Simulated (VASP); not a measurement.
# TaSn (P6/mmm) in VASP: notebook

The runs below take TaSn through relaxation of cell and atoms, single point, with PBE, r2SCAN.

Everything below comes from runs of VASP 6.6.1. Logs are shortened: lines on timing, memory, paths and dates and some standing lists are left out, and cuts for length are marked.

## (1) The crystal as given

It takes space group P6/mmm (No. 191, hexagonal). The conventional cell has a = 5.790 Å, b = 5.790 Å, c = 4.820 Å, α = 90.00°, β = 90.00°, γ = 120.00°. Ta (site symmetry mmm) has 4 Ta at 2.89 Å and 6 Sn at 2.89 to 2.93 Å as nearest neighbours. Sn (site symmetry -6m2) has 6 Ta at 2.93 Å and 3 Sn at 3.34 Å as nearest neighbours. Around Sn (site symmetry 6/mmm) lie 6 Ta at 2.89 Å.

The cell was built by a generator and needn't be a form met in nature.

## (2) Relaxation of cell and atoms, PBE

Contents of INCAR:

```
SYSTEM = TaSn
PREC = Accurate
ENCUT = 520
EDIFF = 1E-6
ISMEAR = 0
SIGMA = 0.1
LREAL = .False.
LASPH = .True.
NELM = 120
ALGO = Normal
ISIF = 3
LWAVE = .False.
LCHARG = .False.
GGA = PE
IBRION = 2
NSW = 90
EDIFFG = -0.01
KPAR = 4
```

Contents of KPOINTS:

```
Automatic mesh
0
Gamma
  6 6 6
  0 0 0
```

Contents of POSCAR:

```
TaSn
1.0
    5.7898756900      0.0000000000      0.0000000000
   -2.8949378400      5.0141794300      0.0000000000
    0.0000000000      0.0000000000      4.8200000000
Ta Sn
3 3
Direct
    0.5000000000      0.0000000000      0.0000000000
    0.5000000000      0.5000000000      0.0000000000
    0.0000000000      0.5000000000      0.0000000000
    0.3333333300      0.6666666700      0.5000000000
    0.6666666700      0.3333333300      0.5000000000
    0.0000000000      0.0000000000      0.0000000000
```

Potentials or basis: VASP PAW PBE potentials, release 64 (Ta_pv, Sn_d).

Run with:

```console
> cat potpaw_PBE.64/Ta_pv/POTCAR potpaw_PBE.64/Sn_d/POTCAR > POTCAR
> mpirun -np 4 vasp_std > vasp.out
```

OUTCAR:

```text
SYSTEM = TaSn
   PREC = Accurate
   ENCUT = 520
   EDIFF = 1E-6
   ISMEAR = 0
   LREAL = .False.
   LASPH = .True.
   NELM = 120
   ISIF = 3
   GGA = PE
   IBRION = 2
   NSW = 90
   EDIFFG = -0.01

 ion  position               nearest neighbor table
   1  0.500  0.000  0.000-   2 2.89   2 2.89   6 2.89   6 2.89   3 2.89   3 2.89   5 2.93   5 2.93
                             4 2.93   4 2.93
   2  0.500  0.500  0.000-   1 2.89   1 2.89   3 2.89   3 2.89   6 2.89   6 2.89   5 2.93   5 2.93
                             4 2.93   4 2.93
   3  0.000  0.500  0.000-   6 2.89   6 2.89   2 2.89   2 2.89   1 2.89   1 2.89   5 2.93   5 2.93
                             4 2.93   4 2.93
   4  0.333  0.667  0.500-   1 2.93   1 2.93   3 2.93   3 2.93   2 2.93   2 2.93   5 3.34   5 3.34
                             5 3.34
   5  0.667  0.333  0.500-   1 2.93   1 2.93   3 2.93   3 2.93   2 2.93   2 2.93   4 3.34   4 3.34
                             4 3.34
   6  0.000  0.000  0.000-   3 2.89   3 2.89   1 2.89   1 2.89   2 2.89   2 2.89

  LATTYP: Found a hexagonal cell.
 ALAT       =     5.7898756900
 C/A-ratio  =     0.8324876488

  Lattice vectors:

 A1 = (   5.7898756900,   0.0000000000,   0.0000000000)
 A2 = (  -2.8949378400,   5.0141794300,   0.0000000000)
 A3 = (   0.0000000000,   0.0000000000,   4.8200000000)

Analysis of symmetry for initial positions (statically):
=====================================================================
 Subroutine PRICEL returns:
 Original cell was already a primitive cell.

 Routine SETGRP: Setting up the symmetry group for a
 hexagonal supercell.

 Subroutine GETGRP returns: Found 24 space group operations
 (whereof 24 operations were pure point group operations)
 out of a pool of 24 trial point group operations.

The static configuration has the point symmetry D_6h.

Analysis of symmetry for dynamics (positions and initial velocities):
=====================================================================
 Subroutine PRICEL returns:
 Original cell was already a primitive cell.

 Routine SETGRP: Setting up the symmetry group for a
 hexagonal supercell.

 Subroutine GETGRP returns: Found 24 space group operations
 (whereof 24 operations were pure point group operations)
 out of a pool of 24 trial point group operations.

The dynamic configuration has the point symmetry D_6h.

 Subroutine INISYM returns: Found 24 space group operations
 (whereof 24 operations are pure point group operations),
 and found     1 'primitive' translations

----------------------------------------------------------------------------------------

                                     Primitive cell

  volume of cell :     139.9317

  direct lattice vectors                    reciprocal lattice vectors
     5.789875690  0.000000000  0.000000000     0.172715280  0.099717213  0.000000000
    -2.894937840  5.014179430  0.000000000     0.000000000  0.199434427  0.000000000
     0.000000000  0.000000000  4.820000000     0.000000000  0.000000000  0.207468880

  length of vectors
     5.789875690  5.789875686  4.820000000     0.199434427  0.199434427  0.207468880

  position of ions in fractional coordinates (direct lattice)
     0.500000000  0.000000000  0.000000000
     0.500000000  0.500000000  0.000000000
     0.000000000  0.500000000  0.000000000
     0.333333330  0.666666670  0.500000000
     0.666666670  0.333333330  0.500000000
     0.000000000  0.000000000  0.000000000

  ion indices of the primitive-cell ions
   primitive index   ion index
                 1           1
                 2           2
                 3           3
                 4           4
                 5           5
                 6           6

----------------------------------------------------------------------------------------

 KPOINTS: Automatic mesh

Automatic generation of k-mesh.
 Grid dimensions read from file:
 generate k-points for:    6    6    6

 Generating k-lattice:

  Cartesian coordinates                     Fractional coordinates (reciprocal lattice)
     0.028785880  0.016619536  0.000000000     0.166666667  0.000000000  0.000000000
     0.000000000  0.033239071  0.000000000     0.000000000  0.166666667  0.000000000
     0.000000000  0.000000000  0.034578147     0.000000000  0.000000000  0.166666667

  Length of vectors
     0.033239071  0.033239071  0.034578147

  Shift w.r.t. Gamma in fractional coordinates (k-lattice)
     0.000000000  0.000000000  0.000000000

 Subroutine IBZKPT returns following result:
 ===========================================

 Found     28 irreducible k-points:

 Following reciprocal coordinates:
            Coordinates               Weight
  0.000000  0.000000  0.000000      1.000000
  0.166667  0.000000  0.000000      6.000000
  0.333333  0.000000  0.000000      6.000000
  0.500000  0.000000  0.000000      3.000000
  0.166667  0.166667  0.000000      6.000000
  0.333333  0.166667  0.000000     12.000000
[... 16 lines left out ...]
  0.166667  0.000000  0.500000      6.000000
  0.333333  0.000000  0.500000      6.000000
 [... further k-points ...]
   k-points           NKPTS =     28   k-points in BZ     NKDIM =     28   number of bands    NBANDS=     45
   number of dos      NEDOS =    301   number of ions     NIONS =      6
   total plane-waves  NPLWV =  82944
   dimension x,y,z NGX =    48 NGY =   48 NGZ =   36
   dimension x,y,z NGXF=    96 NGYF=   96 NGZF=   72
   ions per type =               3   3
   NGX,Y,Z   is equivalent  to a cutoff of  13.78, 13.78, 12.42 a.u.
   NGXF,Y,Z  is equivalent  to a cutoff of  27.56, 27.56, 24.83 a.u.
 SYSTEM =  TaSn
   PREC   = accura    normal or accurate (medium, high low for compatibility)
   ISTART =      0    job   : 0-new  1-cont  2-samecut
   ICHARG =      2    charge: 1-file 2-atom 10-const
   ISPIN  =      1    spin polarized calculation?
   LNONCOLLINEAR =      F non collinear calculations
   LSORBIT =      F    spin-orbit coupling
   LASPH  =      T    aspherical Exc in radial PAW
   ENCUT  =  520.0 eV  38.22 Ry    6.18 a.u.  10.77 10.77  8.96*2*pi/ulx,y,z
   NELM   =    120;   NELMIN=  2; NELMDL= -5     # of ELM steps
   EDIFF  = 0.1E-05   stopping-criterion for ELM
   LREAL  =      F    real-space projection
   EDIFFG = -.1E-01   stopping-criterion for IOM
   NSW    =     90    number of steps for IOM
   IBRION =      2    ionic relax: 0-MD 1-quasi-New 2-CG
   NFREE  =      1    steps in history (QN), initial steepest desc. (CG)
   ISIF   =      3    stress and relaxation
   ISYM   =      2    0-nonsym 1-usesym 2-fastsym
   POTIM  = 0.5000    time-step for ionic-motion
   TEBEG  =    0.0;   TEEND  =   0.0 temperature during run
   PSTRESS=    0.0 pullay stress
   NELECT =      75.0000    total number of electrons
   NUPDOWN=      -1.0000    fix difference up-down
   EMIN   =  10.00;   EMAX   =-10.00  energy-range for DOS
   EFERMI =   0.00;   METHOD = LEGACY
   ISMEAR =     0;   SIGMA  =   0.10  broadening in eV -4-tet -1-fermi 0-gaus
   EFERMI_NEDOS =   21; number of points for ismear=-14 and -15
   IALGO  =     38    algorithm
   IMIX   =      4    mixing-type and parameters
     AMIX     =   0.40;   BMIX     =  1.00
     AMIX_MAG =   1.60;   BMIX_MAG =  1.00
  volume/ion in A,a.u.               =      23.32       157.38
  Fermi-wavevector in a.u.,A,eV,Ry     =   1.329811  2.512978 24.060500  1.768397
  Thomas-Fermi vector in A             =   2.458945
   LORBIT       =      0    0 simple, 1 ext, 2 COOP (PROOUT), +10 PAW based schemes
   GGA     = PE    functional components
   LHFCALC =     F    Hartree Fock is set to
   AEXX    =    0.0000 exact exchange contribution
   IVDW    =     0    specifies the selected vdW correction
   LEPSILON=     F    determine dielectric tensor
   LRPA    =     F    only Hartree local field effects (RPA)
 conjugate gradient relaxation of ions
 non-spin polarized calculation
 Gauss-broadening in eV      SIGMA  =   0.10
  energy-cutoff  :      520.00
  volume of cell :      139.93
 maximum number of plane-waves:      3798
 NGX is ok and might be reduce to    48
   NGX = 21   NGY = 21   NGZ = 17

--------------------------------------- Ionic step        1  -------------------------------------------

 number of electron      75.0000003 magnetization

 Free energy of the ion-electron system (eV)
  ---------------------------------------------------
  ext. energy  EPLUGINS =         0.00000000
  ---------------------------------------------------
  free energy    TOTEN  =       -46.69938114 eV

  energy without entropy =      -46.69033494  energy(sigma->0) =      -46.69485804

------------------------ aborting loop because EDIFF is reached ----------------------------------------

  FORCE on cell =-STRESS in cart. coord.  units (eV):
  Direction    XX          YY          ZZ          XY          YZ          ZX
  --------------------------------------------------------------------------------------
  -------------------------------------------------------------------------------------
  Total        0.2595252      0.2595252      0.4765206      0.0000000     -0.0000000     -0.0000000
  in kB        2.9714875      2.9714875      5.4560224      0.0000000     -0.0000000     -0.0000000
  external PRESSURE =       3.7996658 kB  Pullay stress =       0.0000000 kB
[... 145 lines left out ...]
  energy  without entropy=      -46.6908672554  energy(sigma->0) =      -46.69542664

--------------------------------------- Ionic step        5  -------------------------------------------

 number of electron      75.0000007 magnetization

 Free energy of the ion-electron system (eV)
  ---------------------------------------------------
  ext. energy  EPLUGINS =         0.00000000
  ---------------------------------------------------
  free energy    TOTEN  =       -46.70003670 eV

  energy without entropy =      -46.69085422  energy(sigma->0) =      -46.69544546

 E-fermi :   6.6364     XC(G=0): -10.9306

 val. band max:        6.6061583571   @ k =   0.0000   0.0000   0.5000
 cond. band min:       6.6665846826   @ k =   0.3333   0.3333   0.1667
 fundamental gap:      0.0604263255
 Fermi energy:         6.6364347897

 k-point     1 :       0.0000    0.0000    0.0000
  band No.  band energies     occupation
      1     -28.1136      2.00000
      2     -27.9409      2.00000
      3     -27.8770      2.00000
      4     -27.8770      2.00000
      5     -27.8221      2.00000
      6     -27.8221      2.00000
[... 1141 lines left out ...]
     44       8.8914      0.00000
     45       9.2978      0.00000

 [... further k-points ...]

------------------------ aborting loop because EDIFF is reached ----------------------------------------

  FORCE on cell =-STRESS in cart. coord.  units (eV):
  Direction    XX          YY          ZZ          XY          YZ          ZX
  --------------------------------------------------------------------------------------
  -------------------------------------------------------------------------------------
  Total        0.0302382      0.0302382     -0.0444225      0.0000000     -0.0000000      0.0000000
  in kB        0.3450568      0.3450568     -0.5069186      0.0000000     -0.0000000      0.0000000
  external PRESSURE =       0.0610650 kB  Pullay stress =       0.0000000 kB
[... 21 lines left out ...]
  FREE ENERGIE OF THE ION-ELECTRON SYSTEM (eV)
  ---------------------------------------------------
  free  energy   TOTEN  =       -46.7000366985 eV

  energy  without entropy=      -46.6908542163  energy(sigma->0) =      -46.69544546

 reached required accuracy - stopping structural energy minimisation
```

It took 98 s on 4 MPI ranks of AMD EPYC 9R45 (Zen 5), shared host; peak memory 0.36 GiB.

What came out:

```yaml
Free_energy: -46.7000 eV
Relaxed_volume: 23.40 Å³/atom
Relaxed_cell: a = 5.792 Å, b = 5.792 Å, c = 4.832 Å, α = 90.00°, β = 90.00°, γ = 120.00°
Space_group_after_relaxing_to_0.05_Å: P6/mmm (No. 191)
Energy_gained_by_relaxing: 0.1 meV/atom
Ionic_steps: 5
Pressure_after_relaxing: 0.0 GPa
Band_gap_on_the_k_mesh: none (metal or under the smearing width)
```

Stress tensor (GPa, compression positive):
```
 0.03  0.00  0.00
 0.00  0.03  0.00
 0.00  0.00 -0.05
```

The path:
| step | energy change (eV) | largest force (eV/Å) | pressure (GPa) | volume (Å³) |
| --- | --- | --- | --- | --- |
| 1 | 0.0000 | 0.0000 | 0.38 | 139.93 |
| 2 | 0.0005 | 0.0000 | -0.59 | 141.05 |
| 3 | -0.0006 | 0.0000 | -0.02 | 140.41 |
| 4 | -0.0006 | 0.0000 | -0.04 | 140.42 |
| 5 | -0.0007 | 0.0000 | 0.01 | 140.40 |

Final structure:
```
Ta Sn
1.0
     5.79242    0.00000    0.00000
    -2.89621    5.01639    0.00000
     0.00000    0.00000    4.83197
Ta Sn
3 3
Direct
  0.50000 0.00000 0.00000
  0.50000 0.50000 0.00000
  0.00000 0.50000 0.00000
  0.33333 0.66667 0.50000
  0.66667 0.33333 0.50000
  0.00000 0.00000 0.00000
```

Levels at points of the mesh, in eV from the Fermi level:
| k point | band 36 | band 37 | band 38 | band 39 | band 40 | band 41 |
| --- | --- | --- | --- | --- | --- | --- |
| (0.00, 0.00, 0.00) | -1.58 | -0.80 | -0.80 | 2.13 | 2.58 | 2.58 |
| (0.50, 0.00, 0.00) | -0.96 | -0.28 | 0.19 | 0.57 | 0.92 | 2.25 |
| (0.00, 0.00, 0.50) | -0.82 | -0.79 | -0.79 | -0.03 | 0.66 | 0.66 |
| (0.50, 0.00, 0.50) | -0.25 | -0.23 | 0.13 | 0.36 | 0.45 | 0.67 |

The run has no spin-orbit coupling, so splittings on Ta are missing.

## (3) Relaxation of cell and atoms, PBE

This run uses another cell than the first one, of 23.40 Å³/atom, 1.003 times its volume.

Changes to INCAR since step 2:

```diff
@@ -3,3 +3,3 @@
 ENCUT = 520
-EDIFF = 1E-6
+EDIFF = 1E-7
 ISMEAR = 0
@@ -15,4 +15,5 @@
 IBRION = 2
-NSW = 90
-EDIFFG = -0.01
+NSW = 60
+EDIFFG = -0.005
+POTIM = 0.3
 KPAR = 4
```

KPOINTS is that of step 2.

Contents of POSCAR:

```
TaSn                                    
1.0
    5.7924235103      0.0000000000     -0.0000000000
   -2.8962117501      5.0163859071      0.0000000000
    0.0000000000     -0.0000000000      4.8319678445
  Ta              Sn            
     3     3
Direct
     0.5000000000000000    1.0000000000000000    0.0000000000000000
     0.5000000000000000    0.5000000000000000    0.0000000000000000
     0.0000000000000000    0.5000000000000000    0.0000000000000000
     0.3333333300000021    0.6666666699999979    0.5000000000000000
     0.6666666699999979    0.3333333300000021    0.5000000000000000
     0.0000000000000000    0.0000000000000000    0.0000000000000000
```

Potentials or basis: VASP PAW PBE potentials, release 64 (Ta_pv, Sn_d).

Run with:

```console
> cat potpaw_PBE.64/Ta_pv/POTCAR potpaw_PBE.64/Sn_d/POTCAR > POTCAR
> mpirun -np 4 vasp_std > vasp.out
```

It took 55 s on 4 MPI ranks of AMD EPYC 9R45 (Zen 5), shared host; peak memory 0.35 GiB.

The run converged. Its results:

- Free energy: -46.7002 eV
- Energy gained by relaxing: 0.0 meV/atom
- Ionic steps: 2
- Pressure after relaxing: 0.0 GPa
- Band gap on the k mesh: none (metal or under the smearing width)

Final structure:
```xyz
6
Lattice="5.7928 0.0000 0.0000 -2.8964 5.0167 0.0000 0.0000 0.0000 4.8312" Properties=species:S:1:pos:R:3 pbc="T T T"
Ta    2.8964    0.0000    4.8312
Ta    1.4482    2.5083    4.8312
Ta   -1.4482    2.5083    4.8312
Sn    0.0000    3.3445    2.4156
Sn    2.8964    1.6722    2.4156
Sn    0.0000    0.0000    4.8312
```

Levels at points of the mesh, in eV from the Fermi level:
| k point | band 35 | band 36 | band 37 | band 38 | band 39 | band 40 | band 41 | band 42 |
| --- | --- | --- | --- | --- | --- | --- | --- | --- |
| (0.00, 0.00, 0.00) | -1.58 | -1.58 | -0.80 | -0.80 | 2.13 | 2.58 | 2.58 | 2.71 |
| (0.50, 0.00, 0.00) | -1.54 | -0.96 | -0.28 | 0.19 | 0.57 | 0.92 | 2.25 | 2.68 |
| (0.00, 0.00, 0.50) | -1.60 | -0.82 | -0.79 | -0.79 | -0.03 | 0.66 | 0.66 | 2.42 |
| (0.50, 0.00, 0.50) | -0.29 | -0.25 | -0.23 | 0.13 | 0.36 | 0.45 | 0.67 | 1.29 |

## (4) Single point, r2SCAN

This run uses another cell than the first one, of 23.40 Å³/atom, 1.003 times its volume.

Contents of INCAR:

```
SYSTEM = TaSn
  PREC = Accurate
  ENCUT = 520
  EDIFF = 1E-6
  ISMEAR = 0
  SIGMA = 0.1
  LREAL = .False.
  LASPH = .True.
  NELM = 150
  ALGO = Normal
  ISIF = 2
  LWAVE = .False.
  LCHARG = .False.
  METAGGA = R2SCAN
  LMIXTAU = .True.
  KPAR = 4
```

KPOINTS is that of step 3.

Contents of POSCAR:

```
TaSn                                    
1.0
    5.7927753690      0.0000000000      0.0000000000
   -2.8963876794      5.0166906256     -0.0000000000
   -0.0000000000      0.0000000000      4.8311532373
  Ta              Sn            
     3     3
Direct
     0.5000000000000000    0.0000000000000000    1.0000000000000000
     0.5000000000000000    0.5000000000000000    1.0000000000000000
     0.0000000000000000    0.5000000000000000    1.0000000000000000
     0.3333333300000021    0.6666666699999979    0.5000000000000000
     0.6666666699999979    0.3333333300000021    0.5000000000000000
     0.0000000000000000    0.0000000000000000    1.0000000000000000
```

Run with:

```console
> cat potpaw_PBE.64/Ta_pv/POTCAR potpaw_PBE.64/Sn_d/POTCAR > POTCAR
> mpirun -np 4 vasp_std > vasp.out
```

It took 3 min on 4 MPI ranks of AMD EPYC 9R45 (Zen 5), shared host; peak memory 0.36 GiB.

The run converged. Its results:

```
Free energy            : -219.8670 eV
Pressure               : -1.8 GPa
Band gap on the k mesh : none (metal or under the smearing width)
```

Levels at points of the mesh, in eV from the Fermi level:
```tsv
k point	band 36	band 37	band 38	band 39	band 40	band 41
(0.00, 0.00, 0.00)	-1.76	-0.77	-0.77	2.22	2.80	2.80
(0.50, 0.00, 0.00)	-1.14	-0.44	0.26	0.64	1.05	2.48
(0.00, 0.00, 0.50)	-1.05	-0.99	-0.99	0.00	0.73	0.73
(0.50, 0.00, 0.50)	-0.24	-0.19	-0.02	0.34	0.48	0.73
```

Caveat: the PAW data sets were made with another functional, which shifts forces and pressure a little. Spin-orbit coupling is left out, which matters for the levels of Ta.
